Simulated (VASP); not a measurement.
Method: PBE GGA, VASP's PBE PAW potentials (set 64) (plane waves; VASP).

Input for VASP

### KPOINTS
```
Automatic mesh
0
Gamma
5 5 1
0 0 0
```

**POSCAR**
```
Mg16Cl
1
    6.4205937559     0.0000000000     0.0000000000
    3.2102963779     5.5603973417     0.0000000000
    0.0000000000     0.0000000000    21.4107702328
Mg Cl
16 1
Direct
  0.8360057462   0.3321030406   0.3132009574
  0.3318902131   0.3321030406   0.3132009574
  0.8336721545   0.8326546910   0.3139591275
  0.3322701713   0.8354586574   0.3124436391
  0.0021221305   0.9992655873   0.4377132526
  0.4986122822   0.9992655873   0.4377132526
  0.9998485739   0.5003028522   0.4377370162
  0.5004944769   0.4990110462   0.4376051750
  0.8351543105   0.3318014519   0.5617364162
  0.3330432376   0.3318014519   0.5617364162
  0.8310597880   0.8378794241   0.5602791215
  0.3340384960   0.8319220079   0.5636806491
  0.9905532812   0.0000001201   0.6874327192
  0.5094465988   0.0000001201   0.6874327192
  0.9955418352   0.5089163296   0.6819774624
  0.5051097534   0.4897804932   0.6822868770
  0.2478009508   0.0043980985   0.7725272412
```

**INCAR**
```
SYSTEM = Mg16Cl
PREC = Normal
ENCUT = 400
EDIFF = 1E-6
NELM = 100
ALGO = Normal
LREAL = .FALSE.
LASPH = .TRUE.
ISMEAR = 1
SIGMA = 0.1
GGA = PE
LWAVE = .FALSE.
LCHARG = .FALSE.
NELMIN = 4
LDIPOL = .TRUE.
IDIPOL = 3
DIPOL = 0.5 0.5 0.5
LVHAR = .TRUE.
LORBIT = 11
```

POTCAR, in this order: Mg Cl (PBE.64 set). Program: vasp_std. Read from the step before: WAVECAR.

Output

### OUTCAR
```
 ion  position               nearest neighbor table
   1  0.836  0.332  0.313-   2 3.18   4 3.19   3 3.21   3 3.21   4 3.23   2 3.24   7 3.24   5 3.25
                             8 3.25
   2  0.332  0.332  0.313-   1 3.18   4 3.19   3 3.21   3 3.21   4 3.23   1 3.24   7 3.24   6 3.25
                             8 3.25
   3  0.834  0.833  0.314-   1 3.21   2 3.21   4 3.21   4 3.21   1 3.21   2 3.21   7 3.23   6 3.24
                             5 3.24
   4  0.332  0.835  0.312-   2 3.19   1 3.19   3 3.21   3 3.21   2 3.23   1 3.23   5 3.25   6 3.25
                             8 3.27
   5  0.002  0.999  0.438-   6 3.19   8 3.21   7 3.21  11 3.21   7 3.21   8 3.21   6 3.23   9 3.24
                             3 3.24   1 3.25   4 3.25  12 3.27
   6  0.499  0.999  0.438-   5 3.19   8 3.21   7 3.21  11 3.21   7 3.21   8 3.21   5 3.23  10 3.24
                             3 3.24   2 3.25   4 3.25  12 3.27
   7  1.000  0.500  0.438-   5 3.21   6 3.21   8 3.21   8 3.21   5 3.21   6 3.21  11 3.23   3 3.23
                            10 3.24   9 3.24   2 3.24   1 3.24
   8  0.500  0.499  0.438-   6 3.21   5 3.21   7 3.21   7 3.21   6 3.21   5 3.21   9 3.24  10 3.24
                             1 3.25   2 3.25   4 3.27  12 3.27
   9  0.835  0.332  0.562-  16 3.17  11 3.18  15 3.19  10 3.20  12 3.21  12 3.21  10 3.22   5 3.24
                            11 3.24   7 3.24   8 3.24  13 3.26
  10  0.333  0.332  0.562-  16 3.17  11 3.18  15 3.19   9 3.20  12 3.21  12 3.21   9 3.22   6 3.24
                            11 3.24   7 3.24   8 3.24  14 3.26
  11  0.831  0.838  0.560-  15 3.18   9 3.18  10 3.18   6 3.21   5 3.21  12 3.21  12 3.21   7 3.23
                             9 3.24  10 3.24  14 3.26  13 3.26
  12  0.334  0.832  0.564-  16 3.17  10 3.21   9 3.21  11 3.21  11 3.21  10 3.21   9 3.21  13 3.27
                            14 3.27   5 3.27   6 3.27   8 3.27
  13  0.991  0.000  0.687-  17 2.47  14 3.09  16 3.13  15 3.14  11 3.26   9 3.26  12 3.27  15 3.29
                            16 3.29  14 3.33
  14  0.509  0.000  0.687-  17 2.47  13 3.09  16 3.13  15 3.14  11 3.26  10 3.26  12 3.27  15 3.29
                            16 3.29  13 3.33
  15  0.996  0.509  0.682-  13 3.14  14 3.14  11 3.18  10 3.19   9 3.19  16 3.21  16 3.21  13 3.29
                            14 3.29
  16  0.505  0.490  0.682-  14 3.13  13 3.13   9 3.17  10 3.17  12 3.17  15 3.21  15 3.21  14 3.29
                            13 3.29
  17  0.248  0.004  0.773-  13 2.47  14 2.47
  LATTYP: Found a hexagonal cell.
 ALAT       =     6.4205935420
 C/A-ratio  =     3.3347026397
 Subroutine PRICEL returns:
 Original cell was already a primitive cell.
 Subroutine GETGRP returns: Found  2 space group operations
The static configuration has the point symmetry C_1 .
 The point group associated with its full space group is C_1h.
The dynamic configuration has the point symmetry C_1 .
 Subroutine INISYM returns: Found  2 space group operations
 Subroutine IBZKPT returns following result:
 Found      9 irreducible k-points:

 Following reciprocal coordinates:
            Coordinates               Weight
  0.000000  0.000000  0.000000      1.000000
  0.200000  0.000000  0.000000      4.000000
  0.000000  0.200000  0.000000      2.000000
  0.400000  0.000000  0.000000      4.000000
  0.000000  0.400000  0.000000      2.000000
  0.400000  0.200000  0.000000      2.000000
  0.200000  0.400000  0.000000      4.000000
 -0.400000  0.200000  0.000000      4.000000
 -0.200000  0.400000  0.000000      2.000000
   k-points           NKPTS =      9   k-points in BZ     NKDIM =      9   number of bands    NBANDS=     28
   number of dos      NEDOS =    301   number of ions     NIONS =     17
   total plane-waves  NPLWV = 110592
   dimension x,y,z NGX =    32 NGY =   32 NGZ =  108
   dimension x,y,z NGXF=    64 NGYF=   64 NGZF=  216
   ions per type =              16   1
   PREC   = normal    normal or accurate (medium, high low for compatibility)
   ISTART =      1    job   : 0-new  1-cont  2-samecut
   ICHARG =      0    charge: 1-file 2-atom 10-const
   ISPIN  =      1    spin polarized calculation?
   LNONCOLLINEAR =      F non collinear calculations
   LSORBIT =      F    spin-orbit coupling
   INIWAV =      1    electr: 0-lowe 1-rand  2-diag
   ENCUT  =  400.0 eV  29.40 Ry    5.42 a.u.  10.47 10.47 34.92*2*pi/ulx,y,z
   NELM   =    100;   NELMIN=  4; NELMDL=  0     # of ELM steps
   EDIFF  = 0.1E-05   stopping-criterion for ELM
   LREAL  =      F    real-space projection
...
```

File OSZICAR:
```
       N       E                     dE             d eps       ncg     rms          rms(c)
DAV:   1    -0.259935581773E+02   -0.25994E+02   -0.11291E-04   596   0.437E-02    0.115E-02
DAV:   2    -0.259937188210E+02   -0.16064E-03   -0.14035E-03   556   0.125E-01    0.262E-02
DAV:   3    -0.259935360673E+02    0.18275E-03   -0.77163E-04   572   0.919E-02    0.312E-03
DAV:   4    -0.259935365022E+02   -0.43493E-06   -0.53537E-06   612   0.996E-03
   1 F= -.25993537E+02 E0= -.25993023E+02  d E =-.154071E-02
```

### OUTCAR
```
------------------------ aborting loop because EDIFF is reached ----------------------------------------
  FORCE on cell =-STRESS in cart. coord.  units (eV):
  Direction    XX          YY          ZZ          XY          YZ          ZX
  --------------------------------------------------------------------------------------
  Total       -5.8899947     -4.9628315      0.0727275      0.0000004      0.0698081     -0.0000000
  in kB      -12.3455992    -10.4022384      0.1524390      0.0000009      0.1463198     -0.0000000
  external PRESSURE =      -7.5317996 kB  Pullay stress =       0.0000000 kB
  volume of cell :      764.39
      direct lattice vectors                 reciprocal lattice vectors
     6.420593756  0.000000000  0.000000000     0.155748835 -0.089921617  0.000000000
     3.210296378  5.560397342  0.000000000     0.000000000  0.179843263  0.000000000
     0.000000000  0.000000000 21.410770233     0.000000000  0.000000000  0.046705466
 POSITION                                       TOTAL-FORCE (eV/Angst)
 -----------------------------------------------------------------------------------
      6.43380      1.84662      6.70587         0.002377     -0.003838      0.001165
      3.19708      1.84662      6.70587        -0.002377     -0.003838      0.001165
      8.02574      4.62989      6.72211        -0.000000      0.000675     -0.000849
      4.81544      4.64548      6.68966        -0.000000      0.003621      0.005472
      3.22156      5.55631      9.37178         0.001437     -0.001003     -0.005030
      6.40933      5.55631      9.37178        -0.001437     -0.001003     -0.005030
      8.02574      2.78188      9.37229         0.000000     -0.004169     -0.012002
      4.81545      2.77470      9.36946        -0.000000      0.004976     -0.016793
      6.42737      1.84495     12.02721         0.003409      0.001742      0.004420
      3.20352      1.84495     12.02721        -0.003409      0.001742      0.004420
      8.02574      4.65894     11.99601         0.000000     -0.009289      0.007542
      4.81544      4.62582     12.06884        -0.000000      0.002856      0.005344
      6.35994      0.00000     14.71846         0.005894      0.003163      0.024901
      3.27095      0.00000     14.71846        -0.005894      0.003163      0.024901
      8.02574      2.82978     14.60166        -0.000000      0.004251     -0.013622
      4.81545      2.72337     14.60829         0.000000     -0.014609     -0.016542
      1.60515      0.02446     16.54040        -0.000000      0.011559     -0.009462
 -----------------------------------------------------------------------------------
    total drift:                               -0.000221     -0.000468      0.000138
  FREE ENERGIE OF THE ION-ELECTRON SYSTEM (eV)
  ---------------------------------------------------
  free  energy   TOTEN  =       -25.9935365022 eV

  energy  without entropy=      -25.9919957929  energy(sigma->0) =      -25.99302293

 total charge

# of ion       s       p       d       tot
------------------------------------------
    1        0.215   0.107   0.007   0.328
    2        0.215   0.107   0.007   0.328
    3        0.214   0.107   0.007   0.328
    4        0.213   0.108   0.007   0.328
    5        0.209   0.121   0.010   0.341
    6        0.209   0.121   0.010   0.341
    7        0.211   0.120   0.010   0.341
    8        0.211   0.118   0.010   0.339
    9        0.209   0.122   0.011   0.341
   10        0.209   0.122   0.011   0.341
   11        0.214   0.118   0.011   0.343
   12        0.209   0.122   0.010   0.341
   13        0.195   0.118   0.016   0.329
   14        0.195   0.118   0.016   0.329
   15        0.220   0.106   0.008   0.333
   16        0.225   0.107   0.008   0.339
   17        1.604   3.523   0.000   5.128
--------------------------------------------------
tot          4.976   5.363   0.160  10.499
```
(Selected blocks of OUTCAR.)

**OUTCAR**
```
 val. band max:       -0.4965190258   @ k =   0.0000   0.2000   0.0000

 cond. band min:      -0.4357785119   @ k =   0.4000   0.2000   0.0000


 Fermi energy:        -0.4768694955

 k-point     1 :       0.0000    0.0000    0.0000
  band No.  band energies     occupation
      1     -16.5274      2.00000
      2      -7.0745      2.00000
      3      -6.3730      2.00000
      4      -5.4665      2.00000
      5      -5.2361      2.00000
      6      -4.7507      2.00000
      7      -4.5965      2.00000
      8      -3.1160      2.00000
      9      -2.3478      2.00000
     10      -2.3255      2.00000
     11      -2.3252      2.00000
     12      -2.2842      2.00000
     13      -2.2833      2.00000
     14      -2.2423      2.00000
     15      -1.6438      2.00000
     16      -1.6360      2.00000
     17      -1.6012      2.00000
     18      -1.5464      2.00000
     19      -1.5218      2.00000
     20      -1.4636      2.00000
     21      -1.1333      2.00000
     22      -0.3544     -0.07092
     23      -0.2788     -0.01700
     24      -0.2253     -0.00216
     25      -0.0523     -0.00000
     26      -0.0238     -0.00000
     27       0.1354     -0.00000
     28       0.7578     -0.00000

 k-point     2 :       0.2000    0.0000    0.0000
  band No.  band energies     occupation
      1     -16.5269      2.00000
      2      -6.8852      2.00000
      3      -6.2093      2.00000
      4      -5.3855      2.00000
      5      -5.2986      2.00000
      6      -4.8029      2.00000
      7      -4.4391      2.00000
      8      -3.9499      2.00000
      9      -3.1752      2.00000
     10      -3.0513      2.00000
     11      -3.0267      2.00000
     12      -2.8503      2.00000
     13      -2.2529      2.00000
     14      -2.2385      2.00000
     15      -1.8412      2.00000
     16      -1.2830      2.00000
     17      -1.2284      2.00000
     18      -1.2050      2.00000
     19      -1.0726      2.00000
     20      -0.9442      2.00000
...
```

The cell is a thin slab with vacuum, built from Mg (hcp): (001) face, Cl adsorbed.
